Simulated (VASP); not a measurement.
Output of a VASP run:

OSZICAR:
```
       N       E                     dE             d eps       ncg     rms          rms(c)
DAV:   1     0.185186472137E+02    0.18519E+02   -0.25682E+03  1197   0.613E+02
DAV:   2    -0.102184021519E+01   -0.19540E+02   -0.19074E+02  1722   0.106E+02
DAV:   3    -0.142038839236E+01   -0.39855E+00   -0.38583E+00  1428   0.175E+01
DAV:   4    -0.142159452241E+01   -0.12061E-02   -0.12061E-02  1862   0.104E+00
DAV:   5    -0.142159804879E+01   -0.35264E-05   -0.35264E-05  1435   0.365E-02    0.667E+00
DAV:   6    -0.142162867404E+01   -0.30625E-04   -0.23501E-03  1540   0.361E-01    0.407E+00
DAV:   7    -0.142234702800E+01   -0.71835E-03   -0.29751E-03  1323   0.426E-01    0.892E-02
DAV:   8    -0.142228742590E+01    0.59602E-04   -0.29749E-04  1610   0.124E-01    0.115E-02
DAV:   9    -0.142228959751E+01   -0.21716E-05   -0.26327E-06  1505   0.155E-02    0.458E-03
DAV:  10    -0.142229085463E+01   -0.12571E-05   -0.13368E-06  1393   0.909E-03    0.386E-03
DAV:  11    -0.142229100125E+01   -0.14661E-06   -0.12045E-07  1050   0.287E-03
   1 F= -.14222910E+01 E0= -.14220312E+01  d E =-.142229E+01
       N       E                     dE             d eps       ncg     rms          rms(c)
DAV:   1    -0.142236856860E+01   -0.77714E-04   -0.18152E-03  1176   0.350E-01    0.491E-02
DAV:   2    -0.142231067982E+01    0.57889E-04   -0.97095E-05  1295   0.754E-02    0.195E-02
DAV:   3    -0.142229830046E+01    0.12379E-04   -0.47270E-05  1253   0.491E-02    0.206E-02
DAV:   4    -0.142229904108E+01   -0.74062E-06   -0.28579E-07   763   0.557E-03
   2 F= -.14222990E+01 E0= -.14220385E+01  d E =-.803983E-05
```

OUTCAR:
```
------------------------ aborting loop because EDIFF is reached ----------------------------------------
  FORCE on cell =-STRESS in cart. coord.  units (eV):
  Direction    XX          YY          ZZ          XY          YZ          ZX
  --------------------------------------------------------------------------------------
  Total       -0.0035125     -0.0035125     -0.0035125     -0.0000000      0.0000000      0.0000000
  in kB       -0.2609667     -0.2609667     -0.2609667     -0.0000000      0.0000000      0.0000000
  external PRESSURE =      -0.2609667 kB  Pullay stress =       0.0000000 kB
  volume of cell :       21.56
      direct lattice vectors                 reciprocal lattice vectors
     2.783419895 -0.000000000  0.000000000     0.359270264  0.000000000  0.000000000
    -0.000000000  2.783419895  0.000000000     0.000000000  0.359270264  0.000000000
    -0.000000000 -0.000000000  2.783419895    -0.000000000 -0.000000000  0.359270264
 POSITION                                       TOTAL-FORCE (eV/Angst)
 -----------------------------------------------------------------------------------
      0.00000      0.00000      0.00000         0.000000      0.000000      0.000000
 -----------------------------------------------------------------------------------
    total drift:                               -0.000000     -0.000000      0.000000
  FREE ENERGIE OF THE ION-ELECTRON SYSTEM (eV)
  ---------------------------------------------------
  free  energy   TOTEN  =        -1.4222990411 eV

  energy  without entropy=       -1.4215173204  energy(sigma->0) =       -1.42203847

 reached required accuracy - stopping structural energy minimisation
```
(Selected blocks of OUTCAR.)

POSCAR:
```
Cl
1
    2.7847756169     0.0000000000     0.0000000000
   -0.0000000000     2.7847756169     0.0000000000
    0.0000000000    -0.0000000000     2.7847756169
Cl
1
Direct
  0.0000000000   0.0000000000   0.0000000000
```

**Question.** Write an INCAR and KPOINTS that could have produced this output.

**Answer.** This is not unique; one that fits is the input of the run itself, PBEsol GGA, plane waves, VASP's PBE PAW potentials (set 64).

**KPOINTS**
```
Automatic mesh
0
Gamma
12 12 12
0 0 0
```

**INCAR**
```
! general
SYSTEM  =  Cl
PREC    =  Accurate
ENCUT   =  400
LREAL   =  .False.   ! projection in real space or not
LASPH   =  .True.   ! aspherical one-centre terms

! electronic loop
EDIFF   =  1E-6   ! SCF stop (eV)
NELM    =  100
ALGO    =  Normal   ! blocked Davidson

! smearing
ISMEAR  =  1
SIGMA   =  0.1   ! width (eV)

! functional
GGA     =  PS   ! PBEsol

! ions
IBRION  =  2   ! conjugate gradients
NSW     =  60
ISIF    =  3   ! ions, shape and volume
EDIFFG  =  -0.01

! output
LWAVE   =  .False.
LCHARG  =  .False.
```

POTCAR, in this order: Cl (PBE.64 set). Program: vasp_std.

The structure was generated: Cl was put into the simple-cubic type (Pm-3m), which need not be its known phase. This run relaxes it. Symmetry was kept, so distortions that lower it aren't found. The start is the result of an earlier pass.
